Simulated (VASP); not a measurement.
Level of theory: PBE GGA, VASP's PBE PAW potentials (set 64) (plane waves; VASP).

VASP input:

**POSCAR**
```
SnO2
4.8327060
  1.0000000454   0.0000000000   0.0000000000
  0.0000000000   1.0000000454   0.0000000000
  0.0000000000   0.0000000000   0.6706043067
Sn O
2 4
Cart
  0.0000000000   0.0000000000   0.6706043067
  0.5000000227   0.5000000227   0.3353021533
  0.3065849693   0.3065849693   0.0000000000
  0.8065849920   0.1934150534   0.3353021533
  0.1934150534   0.8065849920   0.3353021533
  0.6934150761   0.6934150761   0.0000000000
```

INCAR:
```
ALGO = Normal
CSHIFT = 0.1
EDIFF = 1E-7
ENCUT = 520
GGA = PE
ISMEAR = 0
LASPH = .TRUE.
LCHARG = .FALSE.
LMAXMIX = 4
LOPTICS = .TRUE.
LREAL = .FALSE.
LWAVE = .FALSE.
NBANDS = 93
NEDOS = 1001
NELM = 100
PREC = Accurate
SIGMA = 0.01
SYSTEM = SnO2
```

File KPOINTS:
```
Automatic mesh
0
Gamma
11 11 15
0 0 0
```

POTCAR, in this order: Sn_d O (PBE.64 set). Program: vasp_std.

Output of the run:

### OSZICAR
```
       N       E                     dE             d eps       ncg     rms          rms(c)
DAV:   1     0.550679121334E+03    0.55068E+03   -0.18410E+04 44765   0.861E+02
DAV:   2     0.471781467932E+02   -0.50350E+03   -0.43156E+03 32576   0.302E+02
DAV:   3    -0.401380593295E+02   -0.87316E+02   -0.85216E+02 35427   0.889E+01
DAV:   4    -0.434121868684E+02   -0.32741E+01   -0.32674E+01 36432   0.175E+01
DAV:   5    -0.434465750609E+02   -0.34388E-01   -0.34379E-01 40864   0.180E+00    0.157E+01
DAV:   6    -0.372912624706E+02    0.61553E+01   -0.17901E+00 48672   0.244E+01    0.541E+00
DAV:   7    -0.373527096409E+02   -0.61447E-01   -0.14077E+00 35984   0.317E+00    0.330E+00
DAV:   8    -0.373186376334E+02    0.34072E-01   -0.11845E-01 36123   0.127E+00    0.628E-01
DAV:   9    -0.373110072555E+02    0.76304E-02   -0.31654E-03 47064   0.680E-01    0.136E-01
DAV:  10    -0.373120039926E+02   -0.99674E-03   -0.38544E-03 36283   0.234E-01    0.763E-02
DAV:  11    -0.373119871536E+02    0.16839E-04   -0.17367E-04 38464   0.773E-02    0.227E-02
DAV:  12    -0.373119854473E+02    0.17063E-05   -0.14580E-05 39211   0.126E-02    0.115E-02
DAV:  13    -0.373119844630E+02    0.98435E-06   -0.97535E-07 36640   0.321E-03    0.423E-03
DAV:  14    -0.373119840490E+02    0.41399E-06   -0.19564E-07 36115   0.178E-03    0.445E-04
DAV:  15    -0.373119839254E+02    0.12352E-06   -0.13942E-08 22152   0.384E-04    0.278E-04
DAV:  16    -0.373119839612E+02   -0.35739E-07   -0.90069E-10 20400   0.273E-04
   1 F= -.37311984E+02 E0= -.37311984E+02  d E =-.106796E-11
 imaginary and real dielectric function
```

File OUTCAR:
```
------------------------ aborting loop because EDIFF is reached ----------------------------------------
  FORCE on cell =-STRESS in cart. coord.  units (eV):
  Direction    XX          YY          ZZ          XY          YZ          ZX
  --------------------------------------------------------------------------------------
  Total        0.0045934      0.0045934      0.0892781     -0.0000000      0.0000000      0.0000000
  in kB        0.0972312      0.0972312      1.8898101     -0.0000000      0.0000000      0.0000000
  external PRESSURE =       0.6947575 kB  Pullay stress =       0.0000000 kB
  volume of cell :       75.69
      direct lattice vectors                 reciprocal lattice vectors
     4.832706219  0.000000000  0.000000000     0.206923400  0.000000000  0.000000000
     0.000000000  4.832706219  0.000000000     0.000000000  0.206923400  0.000000000
     0.000000000  0.000000000  3.240833457     0.000000000  0.000000000  0.308562601
 POSITION                                       TOTAL-FORCE (eV/Angst)
 -----------------------------------------------------------------------------------
      0.00000      0.00000      0.00000        -0.000000      0.000000      0.000000
      2.41635      2.41635      1.62042        -0.000000      0.000000      0.000000
      1.48164      1.48164      0.00000        -0.005349     -0.005349      0.000000
      3.89799      0.93472      1.62042        -0.005349      0.005349      0.000000
      0.93472      3.89799      1.62042         0.005349     -0.005349      0.000000
      3.35107      3.35107      0.00000         0.005349      0.005349      0.000000
 -----------------------------------------------------------------------------------
    total drift:                                0.000000      0.000000      0.000000
  FREE ENERGIE OF THE ION-ELECTRON SYSTEM (eV)
  ---------------------------------------------------
  free  energy   TOTEN  =       -37.3119839612 eV

  energy  without entropy=      -37.3119839612  energy(sigma->0) =      -37.31198396

 plasma frequency squared (from intraband transitions) (eV^2)
  --------------------------------------------------------------------------------------
       0.000      -0.000       0.000
      -0.000       0.000       0.000
       0.000       0.000       0.000

 plasma frequency squared (from interband transitions, int dw w eps(2)(w)) (eV^2)
  --------------------------------------------------------------------------------------
     613.513       0.000      -0.000      -0.000       0.000       0.000
      -0.000       0.000     613.513       0.000       0.000       0.000
       0.000       0.000       0.000       0.000     614.919       0.000
```
(Selected blocks of OUTCAR.)

The dielectric response may not be converged in the k-mesh; for small gaps it tends to come out too large.

The compound is SnO2 in the rutile structure. It was relaxed first, which changed the volume by +6 %.
